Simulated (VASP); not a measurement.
Here is the system:

```
CELL_PARAMETERS angstrom
      3.54282     0.00000     0.00000
      0.00000     3.54282     0.00000
      0.00000     0.00000     3.54282
ATOMIC_POSITIONS crystal
  Fe 0.00000 0.00000 0.00000
  Ni 0.00000 0.50000 0.50000
  Ni 0.50000 0.00000 0.50000
  Ni 0.50000 0.50000 0.00000
```
Starting moments (μB, in the order of the record's atoms Fe Ni Ni Ni): 2.9 0.6 0.6 0.6.

All values below come from PW91 GGA, VASP's PBE PAW potentials (set 64) (plane waves; VASP). Numerical set-up: 520 eV cut-off, 10×10×10 Γ-centred mesh, tetrahedra with Blöchl corrections, potentials Fe Ni.

**Question.** Estimate the cell moment, energy per atom (σ→0), band gap (on the k-mesh) with the smallest direct gap where there is one.

**Answer.** 
```yaml
band gap (on the k-mesh): none (metal, semimetal or under 0.01 eV)
cell_moment: 4.61 μB
energy per atom (σ→0): -6.213 eV/atom
```

**Question.** Give the moment on each site (PAW-sphere projection).

**Answer.** 
| site | moment (μB) |
|---|---|
| Fe1 | 2.84 |
| Ni2 | 0.60 |
| Ni3 | 0.60 |
| Ni4 | 0.60 |

Total energies compare only between runs with the same potentials, cut-off and functional.

The compound is Ni3Fe in the L1_2 structure. It was relaxed first.
